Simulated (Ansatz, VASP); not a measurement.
## Two plane-wave programs on KGeF3

INCAR

```
SYSTEM = KGeF3
ALGO = Normal ; EDIFF = 1E-6
ENCUT = 520 ; GGA = PE
ISIF = 2 ; ISMEAR = 0
LASPH = .True. ; LCHARG = .False.
LREAL = .False. ; LWAVE = .False.
NBANDS = 30 ; NELM = 60
PREC = Accurate ; SIGMA = 0.02
```

KPOINTS

```
k-points
0
Gamma
  6 6 6
  0 0 0
```

Contents of POSCAR:

```
KGeF3
1.0
    4.3777000000      0.0000000000      0.0000000000
    0.0000000000      4.3777000000      0.0000000000
    0.0000000000      0.0000000000      4.3777000000
K Ge F
1 1 3
Direct
    0.0000000000      0.0000000000      0.0000000000
    0.5000000000      0.5000000000      0.5000000000
    0.5000000000      0.5000000000      0.0000000000
    0.5000000000      0.0000000000      0.5000000000
    0.0000000000      0.5000000000      0.5000000000
```

Input for Ansatz:

```yaml
crystal:
  lattice:
    - [4.3777, 0.0, 0.0]
    - [0.0, 4.3777, 0.0]
    - [0.0, 0.0, 4.3777]
  atoms:
    - { symbol: K, position: [0.0, 0.0, 0.0] }
    - { symbol: Ge, position: [0.5, 0.5, 0.5] }
    - { symbol: F, position: [0.5, 0.5, 0.0] }
    - { symbol: F, position: [0.5, 0.0, 0.5] }
    - { symbol: F, position: [0.0, 0.5, 0.5] }
basis:
  ecutwfc: 420
kpoints:
  mp_grid: { grid: [6, 6, 6] }
hamiltonian:
  xc: pbe
scf:
  occupations: { method: gaussian, width: 0.02 }
output:
  forces: true
  stress: true
  eigenvalues: true
  write_density: true
  write_potential: true
  elf: true
  volumetric_format: npy
```

Alike in both runs: task single point; functional PBE; k mesh 6 × 6 × 6; occupations gaussian, width 0.02 eV; no spin polarisation.

```csv
,VASP,Ansatz
version,VASP 6.6.1,Ansatz 0.2.0
potentials or method,"VASP PAW PBE potentials, release 64 (K_sv, Ge_d, F)","scalar-relativistic, plane waves, PAW"
plane-wave cutoff (eV),520,420
valence electrons in the cell,44,44
```

```csv
,VASP,Ansatz,Ansatz less VASP
gap on the k mesh at the Fermi level (eV),1.74,1.76,+0.012
least direct gap on the mesh (eV),1.74,1.76,+0.012
pressure (GPa),2.7,2.8,+0.09
```

A k mesh can miss the band edges.
